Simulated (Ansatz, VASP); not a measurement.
# Cross-check of ScZn between VASP and Ansatz, part 2 of 2

Wanted: the spread between two codes on one cell, functional and k mesh. The cell is taken from a series of runs on this material, whose earlier steps may have relaxed, scaled, displaced or heated it; both programs get it as it stands.

VASP 6.6.1 and Ansatz 0.2.0.

So far: The starting structure; VASP: relaxation of cell and atoms, PBEsol; Ansatz: relaxation of cell and atoms, PBEsol; Differences.

### Step 5. Ansatz: zone-centre phonons, PBEsol

Level of this step: Ansatz beside VASP: Kohn-Sham DFT, plane waves, PBEsol (Ansatz).

Second derivatives magnify differences that forces hide, and they need a tight electronic threshold.

The cell is taken from a series of runs on this material, whose earlier steps may have relaxed, scaled, displaced or heated it; both programs get it as it stands.

input.yaml

```yaml
crystal:
  lattice:
    - [3.3013580123, 0.0, 0.0]
    - [0.0, 3.3013580123, 0.0]
    - [0.0, 0.0, 3.3013580123]
  atoms:
    - { symbol: Sc, position: [0.0, 0.0, 0.0] }
    - { symbol: Zn, position: [0.5, 0.5, 0.5] }
kpoints:
  mp_grid: { grid: [12, 12, 12] }
hamiltonian:
  xc: pbesol
  pseudopotentials: { kind: paw, azcp: { folder: soft_1 }, xc_functional: pbe }
scf:
  occupations: { method: methfessel_paxton, width: 0.2 }
output:
  eigenvalues: true
phonons:
  method: dfpt
```

Command:

```sh
ansatz run input.yaml --threads 4 --pin off --max-ram 10240MiB --backend cpu --events-out ev --progress --plain --runs-dir out
```

Numbers of over 12 decimals in the logs are rounded to 6 here.

The log of the run:

```text
[...]
Crystal: 2 atoms, lattice volume = 35.981 Å³
Basis set: ecut = 420 eV, 739 PW (Γ), exchange–correlation on 48×48×48 points (8 copies of the dense FFT grid, shifted against one another)
Bands: 16, of which v1, the nominal top of the filled ones, is band 12 counted from 1 (11 counted from 0)
Symmetry: 48 space group operations
k-points: 196 of 1728 (irreducible under 8 space group operations, time reversal used)
[...]
k mesh reduced under 8 symmetry operations, with k and −k counted as one. Each operation leaves every solved perturbation unchanged. A smaller set is not used because it would not reduce the number of displacements times k-points to solve
  ASR residual: 2.251e-5 → 0.000e0 eV/Å²; symmetrization residual: 1.634e-6 eV/Å²
  ASR residual per site (eV/Å²): 9.22e-6 2.25e-5
  Γ frequencies (cm⁻¹): 0.00 0.00 0.00 202.65 202.65 202.65
  non-analytic LO–TO correction: not included (Born effective charges unavailable; polar crystals: no LO–TO splitting at Γ)
[key lines of the parts left out:]
SCF converged after 11 iterations
Free energy (F): -5393.051805 eV
Fermi energy:    10.842036 eV
```

### Step 6. VASP: zone-centre phonons, PBEsol

The same cell, functional, mesh and smearing now go to VASP, with its own data sets.

INCAR

```
SYSTEM = ScZn
PREC = Accurate
ENCUT = 500
EDIFF = 1E-08
NELM = 120
ISMEAR = 1
SIGMA = 0.2
LREAL = .FALSE.
ALGO = Normal
GGA = PS
NBANDS = 17
LASPH = .TRUE.
LORBIT = 11
LWAVE = .FALSE.
LCHARG = .FALSE.
ISIF = 2
IBRION = 8
GGA_COMPAT = .FALSE.
KPAR = 2
```

POSCAR

```
ScZn
1.0
    3.3013580123      0.0000000000      0.0000000000
    0.0000000000      3.3013580123      0.0000000000
    0.0000000000      0.0000000000      3.3013580123
Sc Zn
1 1
Direct
    0.0000000000      0.0000000000      0.0000000000
    0.5000000000      0.5000000000      0.5000000000
```

KPOINTS

```
Automatic mesh
0
Gamma
12 12 12
0 0 0
```

The projector-augmented-wave data sets are Sc_sv and Zn (PBE family, release 64).

Command:

```sh
mpirun -np 2 vasp_std
```

The log of the run:

```text
[banner, memory and clock lines left out]
running    2 mpi-ranks, on    1 nodes
[...]
[... a notice as in an earlier step ...]

 LDA part: xc-table for (Slater+PW92), standard interpolation
 POSCAR, INCAR and KPOINTS ok, starting setup
[...]
entering main loop
       N       E                     dE             d eps       ncg     rms          rms(c)
DAV:   1     0.147775011113E+03    0.14778E+03   -0.10613E+04  2872   0.162E+03
DAV:   2    -0.466543335968E+01   -0.15244E+03   -0.15081E+03  2872   0.403E+02
DAV:   3    -0.100984338513E+02   -0.54330E+01   -0.53771E+01  4119   0.913E+01
DAV:   4    -0.101708471470E+02   -0.72413E-01   -0.72345E-01  3601   0.949E+00
[...]
DAV:  13    -0.896082431855E+01   -0.69887E-07   -0.48045E-07  3966   0.698E-03    0.706E-04
DAV:  14    -0.896082427881E+01    0.39747E-07   -0.46507E-08  3854   0.312E-03    0.118E-04
DAV:  15    -0.896082428167E+01   -0.28690E-08   -0.85080E-10  1529   0.359E-04
   1 F= -.89608243E+01 E0= -.89598905E+01  d E =-.280128E-02
[...]
RMM:  13    -0.753532943449E+00   -0.16241E-06   -0.87630E-09 13228   0.247E-04    0.417E-06
RMM:  14    -0.753532995473E+00   -0.52024E-07   -0.26434E-08 12545   0.197E-04    0.134E-06
RMM:  15    -0.753533002688E+00   -0.72154E-08   -0.11973E-08 11975   0.175E-04    0.161E-06
 first order change of Fermi-energy   0.60825E-03
 force on displaced ion       1 direction 1 :  -4.060   0.000  -0.000
 Linear response progress:
  Degree of freedom:   2/  2
       N       E                     dE             d eps       ncg     rms          rms(c)
RMM:   1    -0.208230968052E+00   -0.20823E+00   -0.89778E-03 10479   0.227E+00
RMM:   2    -0.208152123297E+00    0.78845E-04   -0.14733E-03  9497   0.380E-01    0.577E-02
RMM:   3    -0.208239754984E+00   -0.87632E-04   -0.39884E-04 11227   0.126E-01    0.348E-02
RMM:   4    -0.208346292344E+00   -0.10654E-03   -0.58256E-05 11118   0.648E-02    0.276E-03
[...]
RMM:  10    -0.208348024385E+00    0.21775E-06   -0.11824E-08 12162   0.187E-04    0.639E-06
RMM:  11    -0.208347969696E+00    0.54689E-07   -0.11390E-08 11800   0.133E-04    0.150E-06
RMM:  12    -0.208347965270E+00    0.44251E-08   -0.11314E-08 11593   0.111E-04    0.513E-07
 first order change of Fermi-energy  -0.27844E-03
 force on displaced ion       2 direction 1 :  -3.899  -0.000   0.000
 Linear response finished
```

OUTCAR, selected parts (step 6):

```text
  Total        0.0434654      0.0434654      0.0434654      0.0000000      0.0000000      0.0000000
  in kB        1.9354258      1.9354258      1.9354258      0.0000000      0.0000000      0.0000000
  external PRESSURE =       1.9354258 kB  Pullay stress =       0.0000000 kB

 POSITION                                       TOTAL-FORCE (eV/Angst)
 -----------------------------------------------------------------------------------
      0.00000      0.00000      0.00000         0.000000      0.000000      0.000000
      1.65068      1.65068      1.65068         0.000000      0.000000      0.000000
 -----------------------------------------------------------------------------------
    total drift:                                0.000000      0.000000     -0.000000

[... 1 part as in an earlier step ...]

[... 1 further part left out ...]
```

### Step 7. Comparison

Both answers:

```tsv
quantity	Ansatz	VASP	difference
optical mode 1 to 3 (cm⁻¹)	202.7	201.9	+0.36 %
```

Modes are paired by rising frequency, not by their patterns, so a pair may set unlike modes beside each other; they are those without the splitting of longitudinal modes.

### Step 8. Summary of results

* difference in volume (relaxation of cell and atoms, PBEsol): -0.22 %
* r.m.s. difference of the optical zone-centre modes, each program's sorted by frequency (zone-centre phonons, PBEsol): 0.72 cm⁻¹

The difference in volume is -0.22 % (relaxation of cell and atoms, PBEsol), within the 1.2 % picked in this series as the mark of a large difference, as far as the stopping tolerances let one tell. 1 further run of this series is not shown here. Such differences can come from data sets, numerical settings and the points named under the comparisons, not from the functional's error against experiment.

[Lines on the potential files, build, host, timing and source positions are cut from VASP's logs without a mark.]

[Logs are printed without paths, hosts, clocks, repeated set-up lines and the standing remarks that a program may print on its own settings, such as how far it seeks lower states.]

[Hosts, paths, dates, database ids (printed as entryN), source tags and the programs' standing remarks are cut or masked in the printed files.]
